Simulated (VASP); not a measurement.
Runs of VASP 6.6.1 on SbC. It takes space group Pm-3m (No. 221, cubic). The conventional cell has a = 3.115 Å, b = 3.115 Å, c = 3.115 Å, α = 90.00°, β = 90.00°, γ = 90.00°. Sb (site symmetry m-3m) is surrounded by 8 C at 2.70 Å. C (site symmetry m-3m) is surrounded by 8 Sb at 2.70 Å. The cell was built by a generator and needn't be a form met in nature.

```csv
level,pressure (GPa),relaxed volume (Å³/atom)
PBEsol+rVV10,0.0,(a)
PBEsol,0.0,14.36
PBEsol+D3,0.0,14.17
PBEsol+D3(BJ),-0.1,13.85
PBEsol+D4,0.0,(b)
```

Alike in all rows: task relaxation of cell and atoms; potentials or basis VASP PAW PBE potentials, release 64 (Sb, C); no spin polarisation; cell relaxed; k mesh 9 × 9 × 9; cutoff (eV) 600; smearing fermi-dirac 0.05 eV.

Q: Estimate the missing entries.

A: (a) 14.32; (b) 14.04.

Caveats: the PAW data sets were made with another functional, which shifts forces and pressure a little.
